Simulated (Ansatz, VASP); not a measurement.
# Cross-check of Ni3GeC between VASP and Ansatz, part 3 of 3

One calculation is typed for both programs; each brings its own data sets. How far apart do they land? The cell is taken from a series of runs on this material, whose earlier steps may have relaxed, scaled, displaced or heated it; both programs get it as it stands.

VASP 6.6.1 and Ansatz 0.2.0.

So far: Set-up; Ansatz: relaxation of cell and atoms, PBEsol, pair 1; VASP: relaxation of cell and atoms, PBEsol, pair 1; Differences.

### Step 5. Ansatz: relaxation of cell and atoms, PBEsol, pair 2

Level of this step: Ansatz beside VASP: Kohn-Sham DFT, plane waves, PBEsol (Ansatz).

The relaxed volume is the usual yardstick between codes: in a stiff, nearly cubic crystal its relative difference is about their pressure difference at one cell divided by the bulk modulus.

The cell is taken from a series of runs on this material, whose earlier steps may have relaxed, scaled, displaced or heated it; both programs get it as it stands.

input.yaml

```yaml
crystal:
  lattice:
    - [5.2534496972, 0.0, 0.0]
    - [0.0, 5.2534496972, 0.0]
    - [0.0, 0.0, 3.8196615443]
  atoms:
    - { symbol: Ni, position: [0.0, 0.0, 0.0] }
    - { symbol: Ni, position: [0.5, 0.5, 0.0] }
    - { symbol: Ni, position: [0.1939941838, 0.6939941838, 0.5] }
    - { symbol: Ni, position: [0.8060058162, 0.3060058162, 0.5] }
    - { symbol: Ni, position: [0.3060058162, 0.1939941838, 0.5] }
    - { symbol: Ni, position: [0.6939941838, 0.8060058162, 0.5] }
    - { symbol: Ge, position: [0.5, 0.0, 0.0] }
    - { symbol: Ge, position: [0.0, 0.5, 0.0] }
    - { symbol: C, position: [0.0, 0.0, 0.5] }
    - { symbol: C, position: [0.5, 0.5, 0.5] }
kpoints:
  mp_grid: { grid: [8, 8, 10] }
hamiltonian:
  xc: pbesol
  pseudopotentials: { kind: paw, azcp: { folder: soft_1 }, xc_functional: pbe }
scf:
  occupations: { method: methfessel_paxton, width: 0.2 }
output:
  forces: true
  stress: true
  eigenvalues: true
relax:
  adjacent_minimum: "off"
  f_tol: 0.001
  max_steps: 60
  cell: { stress_tol: 0.01 }
```

Launch:

```sh
> ansatz run input.yaml --threads 4 --pin off --max-ram 10240MiB --backend cpu --events-out ev --progress --plain --runs-dir out
```

Numbers of over 12 decimals in the logs are rounded to 6 here.

Log:

```text
[...]
Crystal: 10 atoms, lattice volume = 105.418 Å³
Basis set: ecut = 420 eV, 2069 PW (Γ), exchange–correlation on 72×72×54 points (8 copies of the dense FFT grid, shifted against one another)
Bands: 87, of which v1, the nominal top of the filled ones, is band 72 counted from 1 (71 counted from 0)
Symmetry: 16 space group operations
[...]
k-points: 90 of 640
[...]
- { symbol: Ni, position: [0.500000, 0.500000, 0.0] }
    - { symbol: Ni, position: [0.193969, 0.693969, 0.5] }
    - { symbol: Ni, position: [0.806031, 0.306031, 0.5] }
    - { symbol: Ni, position: [0.306031, 0.193969, 0.5] }
    - { symbol: Ni, position: [0.693969, 0.806031, 0.5] }
    - { symbol: Ge, position: [0.500000, 0, 0.0] }
    - { symbol: Ge, position: [0, 0.500000, 0.0] }
    - { symbol: C, position: [0, 0, 0.5] }
    - { symbol: C, position: [0.500000, 0.500000, 0.5] }
[key lines of the parts left out:]
SCF converged after 5 iterations
Free energy (F): -43830.365559 eV
Fermi energy:    17.075668 eV
P = ⅓ Tr σ = -0.0025 GPa (-0.025 kbar)
```

### Step 6. VASP: relaxation of cell and atoms, PBEsol, pair 2

The same cell, functional, mesh and smearing now go to VASP, with its own data sets.

INCAR

```
SYSTEM = Ni3GeC
PREC = Accurate
ENCUT = 600
EDIFF = 1E-07
NELM = 120
ISMEAR = 1
SIGMA = 0.2
LREAL = .FALSE.
ALGO = Normal
GGA = PS
NBANDS = 59
LASPH = .TRUE.
LORBIT = 11
LWAVE = .FALSE.
LCHARG = .FALSE.
ISIF = 3
IBRION = 2
NSW = 80
EDIFFG = -0.005
GGA_COMPAT = .FALSE.
NELMIN = 4
KPAR = 2
```

POSCAR

```
Ni3GeC
1.0
    5.2534500000      0.0000000000      0.0000000000
    0.0000000000      5.2534500000      0.0000000000
    0.0000000000      0.0000000000      3.8196620000
Ni Ge C
6 2 2
Direct
    0.0000000000      0.0000000000      0.0000000000
    0.5000000000      0.5000000000      0.0000000000
    0.1939942324      0.6939942324      0.5000000000
    0.8060057676      0.3060057676      0.5000000000
    0.3060057676      0.1939942324      0.5000000000
    0.6939942324      0.8060057676      0.5000000000
    0.5000000000      0.0000000000      0.0000000000
    0.0000000000      0.5000000000      0.0000000000
    0.0000000000      0.0000000000      0.5000000000
    0.5000000000      0.5000000000      0.5000000000
```

KPOINTS

```
Automatic mesh
0
Gamma
8 8 10
0 0 0
```

The projector-augmented-wave data sets are Ni, Ge_d and C (PBE family, release 64).

Launch:

```sh
> mpirun -np 2 vasp_std
```

Log:

```text
[banner, memory and clock lines left out]
running    2 mpi-ranks, on    1 nodes
[...]
[... a notice as in an earlier step ...]

 LDA part: xc-table for (Slater+PW92), standard interpolation
 POSCAR, INCAR and KPOINTS ok, starting setup
[...]
entering main loop
       N       E                     dE             d eps       ncg     rms          rms(c)
DAV:   1     0.103500277951E+04    0.10350E+04   -0.43773E+04 12323   0.388E+03
DAV:   2     0.139373368484E+03   -0.89563E+03   -0.84554E+03 10620   0.861E+02
DAV:   3    -0.574369576979E+02   -0.19681E+03   -0.18564E+03 10631   0.276E+02
DAV:   4    -0.774265544296E+02   -0.19990E+02   -0.19267E+02 12497   0.912E+01
[...]
DAV:  16    -0.661291667091E+02    0.64106E-05   -0.25991E-05 15165   0.528E-02    0.109E-02
DAV:  17    -0.661291669420E+02   -0.23285E-06   -0.37581E-06 13089   0.174E-02    0.385E-03
DAV:  18    -0.661291668606E+02    0.81367E-07   -0.67274E-07 10493   0.107E-02
   1 F= -.66129167E+02 E0= -.66134242E+02  d E =-.661292E+02
[... from here on, the cycles between the ionic steps are left out ...]
   2 F= -.66129181E+02 E0= -.66134275E+02  d E =-.144436E-04
   3 F= -.66129205E+02 E0= -.66134290E+02  d E =-.376601E-04
   4 F= -.66129204E+02 E0= -.66134291E+02  d E =-.371160E-04
   5 F= -.66129204E+02 E0= -.66134290E+02  d E =-.375492E-04
   6 F= -.66129204E+02 E0= -.66134290E+02  d E =-.374876E-04
   7 F= -.66129210E+02 E0= -.66134298E+02  d E =-.605885E-05
 trial-energy change:   -0.000006  1 .order   -0.000006   -0.000008   -0.000005
 step:   2.4180(harm=  2.4180)  dis= 0.00053  next Energy=   -66.129214 (dE=-0.988E-05)
 reached required accuracy - stopping structural energy minimisation
```

OUTCAR, selected parts (step 6):

```text
  Total       -0.0066160     -0.0066160     -0.0104639      0.0000000      0.0000000      0.0000000
  in kB       -0.1004787     -0.1004787     -0.1589182      0.0000000      0.0000000      0.0000000
  external PRESSURE =      -0.1199585 kB  Pullay stress =       0.0000000 kB

 POSITION                                       TOTAL-FORCE (eV/Angst)
 -----------------------------------------------------------------------------------
      0.00000      0.00000      3.82117        -0.000000     -0.000000      0.000000
      2.62716      2.62716     -0.00000         0.000000      0.000000      0.000000
      1.01965      3.64681      1.91059         0.002895      0.002895      0.000000
      4.23467      1.60751      1.91059        -0.002895     -0.002895      0.000000
      1.60751      1.01965      1.91059        -0.002895      0.002895     -0.000000
      3.64681      4.23467      1.91059         0.002895     -0.002895      0.000000
      2.62716      0.00000      3.82117        -0.000000     -0.000000      0.000000
      5.25432      2.62716     -0.00000        -0.000000     -0.000000      0.000000
      5.25432      0.00000      1.91059        -0.000000     -0.000000      0.000000
      2.62716      2.62716      1.91059         0.000000      0.000000      0.000000
 -----------------------------------------------------------------------------------
    total drift:                                0.000000     -0.000000      0.000000

  FREE ENERGIE OF THE ION-ELECTRON SYSTEM (eV)
  ---------------------------------------------------
  free  energy   TOTEN  =       -66.1292104070 eV

  energy  without entropy=      -66.1444724514  energy(sigma->0) =      -66.13429776

[... 1 part as in an earlier step ...]

[... 3 further parts left out ...]
[key lines of the parts left out:]
E-fermi :   9.8489
```

### Step 7. Differences

What differs besides the data sets and the points named for the pairs above, as far as they apply: the data sets hold 144 valence electrons in Ansatz (on its PAW soft_1 files) and 96 in VASP. Total energies have different zeros and are not compared.

Both answers:

```
                                         quantity  Ansatz    VASP  difference
                                      volume (Å³)  105.42  105.49     -0.07 %
edge a after relaxation, in the typed setting (Å)   5.253   5.254     -0.02 %
edge c after relaxation, in the typed setting (Å)   3.820   3.821     -0.03 %
```

### Step 8. Summary of results

```yaml
difference_in_volume_relaxation_of_cell_and_atoms_pbesol_pair_1: -0.060 %
difference_in_volume_relaxation_of_cell_and_atoms_pbesol_pair_2: -0.073 %
```

**Reading.** The difference in volume is -0.073 % (relaxation of cell and atoms, PBEsol, pair 2), within the 1.2 % picked in this series as the mark of a large difference, as far as the stopping tolerances let one tell. The data sets hold unlike numbers of valence electrons (144 in Ansatz and 96 in VASP), so part of the differences comes from the potentials. 2 further runs of this series are not shown here. Such differences can come from data sets, numerical settings and the points named under the comparisons, not from the functional's error against experiment.

[Lines on the potential files, build, host, timing and source positions are cut from VASP's logs without a mark.]

[Logs are printed without paths, hosts, clocks, repeated set-up lines and the standing remarks that a program may print on its own settings, such as how far it seeks lower states.]

[Hosts, paths, dates, database ids (printed as entryN), source tags and the programs' standing remarks are cut or masked in the printed files.]
